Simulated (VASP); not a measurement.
Crystal: InAs.

```
In As
1.0
     0.00000    3.01800    3.01800
     3.01800    0.00000    3.01800
     3.01800    3.01800    0.00000
In As
1 1
Cartesian
  0.0000 0.0000 0.0000
  1.5090 1.5090 1.5090
```

* Program: VASP 6.6.1
* Task: relaxation of cell and atoms
* Functional: r2SCAN
* Potentials or basis: VASP PAW PBE potentials, release 64 (In_d, As)
* Cutoff: 600 eV
* k mesh: 12 × 12 × 12
* Occupations: gaussian, width 0.1 eV
* Spin: no spin polarisation

At the start: pressure 2.3 GPa; volume 27.49 Å³/atom.

**Question.** Where does the relaxation end?

**Answer.** Over 3 steps the energy falls by 7.0 meV/atom and the volume is 28.50 Å³/atom (+3.7 %); space group F-43m (No. 216, to 0.05 Å).

The path:
```
step  energy change (eV)  largest force (eV/Å)  pressure (GPa)  volume (Å³)
   1              0.0000                0.0000            2.29        54.98
   2             -0.0099                0.0000           -1.07        58.17
   3             -0.0140                0.0000            0.01        57.01
```

Final structure:
```xyz
2
Lattice="0.0000 3.0547 3.0547 3.0547 0.0000 3.0547 3.0547 3.0547 0.0000" Properties=species:S:1:pos:R:3 pbc="T T T"
In    0.0000    0.0000    0.0000
As    1.5273    1.5273    1.5273
```

Caveat: the PAW data sets were made with another functional, which shifts forces and pressure a little.
